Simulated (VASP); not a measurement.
Input:

```yaml
crystal:
  lattice:
    - [5.10850, 0.00000, 0.00000]
    - [0.00000, 5.10850, 0.00000]
    - [0.00000, 0.00000, 5.10850]
  atoms:
    - { symbol: Sn, position: [0.00000, 0.00000, 0.00000] }
    - { symbol: Sn, position: [0.50000, 0.50000, 0.00000] }
    - { symbol: Sn, position: [0.00000, 0.50000, 0.50000] }
    - { symbol: Sn, position: [0.50000, 0.00000, 0.50000] }
    - { symbol: O, position: [0.33992, 0.33992, 0.33992] }
    - { symbol: O, position: [0.83992, 0.16008, 0.66008] }
    - { symbol: O, position: [0.66008, 0.83992, 0.16008] }
    - { symbol: O, position: [0.16008, 0.66008, 0.83992] }
    - { symbol: O, position: [0.66008, 0.66008, 0.66008] }
    - { symbol: O, position: [0.16008, 0.83992, 0.33992] }
    - { symbol: O, position: [0.33992, 0.16008, 0.83992] }
    - { symbol: O, position: [0.83992, 0.33992, 0.16008] }
```

All values below come from r2SCAN meta-GGA, VASP's PBE PAW potentials (set 64) (plane waves; VASP). Settings: 520 eV cut-off, 5×5×5 Γ-centred mesh, tetrahedra with Blöchl corrections, potentials Sn_d O.

Unless said otherwise, spin-orbit coupling is left out, though it shifts the bands of the heavy elements here.

Give the energies of bands 40 to 53 at the high-symmetry points, in eV from the valence-band maximum.

```
band      Γ      X      M      R     X1
----  -----  -----  -----  -----  -----
40    -2.12  -3.05  -2.93  -3.69  -3.05
41    -2.12  -1.72  -2.09  -1.71  -1.72
42    -2.12  -1.72  -2.09  -1.71  -1.72
43    -1.81  -1.51  -2.09  -1.71  -1.51
44    -1.04  -1.51  -2.09  -1.71  -1.51
45    -1.04  -1.42  -1.19  -1.17  -1.42
46    -1.04  -1.42  -1.19  -1.17  -1.42
47    -0.67  -0.70  -1.19  -1.17  -0.70
48    -0.67  -0.70  -1.19  -1.17  -0.70
49    -0.29  -0.48  -0.32  -0.65  -0.48
50    -0.08  -0.48  -0.32  -0.65  -0.48
51    -0.08  -0.02  -0.32  -0.65  -0.02
52    -0.08  -0.02  -0.32  -0.65  -0.02
53     1.57   4.68   5.60   6.12   4.68
```

The gap is indirect, 1.57 eV, from the valence maximum at X-M at 0.29 to the conduction minimum at Γ.

The structure was generated: SnO2 was put into the pyrite type (Pa-3), which need not be its known phase. It was relaxed first, which changed the volume by +15 %.
